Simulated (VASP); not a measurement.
OSZICAR of a VASP run on WS2 (2H layered):

**OSZICAR**
```
       N       E                     dE             d eps       ncg     rms          rms(c)
DAV:   1     0.517702105388E+03    0.51770E+03   -0.29033E+04  1648   0.168E+03
DAV:   2    -0.208459113947E+02   -0.53855E+03   -0.52672E+03  1769   0.449E+02
DAV:   3    -0.543145896445E+02   -0.33469E+02   -0.33231E+02  1895   0.101E+02
DAV:   4    -0.551306013309E+02   -0.81601E+00   -0.81370E+00  1804   0.165E+01
DAV:   5    -0.551530548431E+02   -0.22454E-01   -0.22444E-01  1877   0.273E+00    0.405E+01
DAV:   6    -0.529117654181E+02    0.22413E+01   -0.12242E+01  1711   0.205E+01    0.174E+01
DAV:   7    -0.526632199899E+02    0.24855E+00   -0.36651E+00  1751   0.892E+00    0.648E+00
DAV:   8    -0.525283826903E+02    0.13484E+00   -0.63481E-01  1927   0.462E+00    0.192E+00
DAV:   9    -0.525285703438E+02   -0.18765E-03   -0.56282E-02  2024   0.122E+00    0.909E-01
DAV:  10    -0.525260911571E+02    0.24792E-02   -0.24422E-02  1857   0.982E-01    0.298E-01
DAV:  11    -0.525258837113E+02    0.20745E-03   -0.29033E-03  1787   0.320E-01    0.129E-01
DAV:  12    -0.525258535205E+02    0.30191E-04   -0.12949E-04  1821   0.753E-02    0.517E-02
DAV:  13    -0.525258514465E+02    0.20740E-05   -0.80268E-05  1767   0.487E-02    0.142E-02
DAV:  14    -0.525258506015E+02    0.84498E-06   -0.57026E-06  1864   0.151E-02    0.112E-02
DAV:  15    -0.525258504132E+02    0.18833E-06   -0.60573E-07  1662   0.399E-03    0.499E-03
DAV:  16    -0.525258503275E+02    0.85683E-07   -0.27686E-07  1443   0.269E-03
   1 F= -.52525850E+02 E0= -.52525850E+02  d E =0.000000E+00
```

Problem. Which electronic solver shows in the log?

Solution. It is blocked Davidson (ALGO = Normal, or the opening steps of other solvers). The INCAR had ALGO = Normal.

Problem. Can the final energy be trusted as converged?

Solution. Self-consistency was reached. It stopped with EDIFF = 1E-7, NELM = 100 (LDA (Ceperley-Alder, Perdew-Zunger), plane waves, VASP's LDA PAW potentials (set 64)).

The compound is WS2 in the 2H layered structure. It was relaxed first.
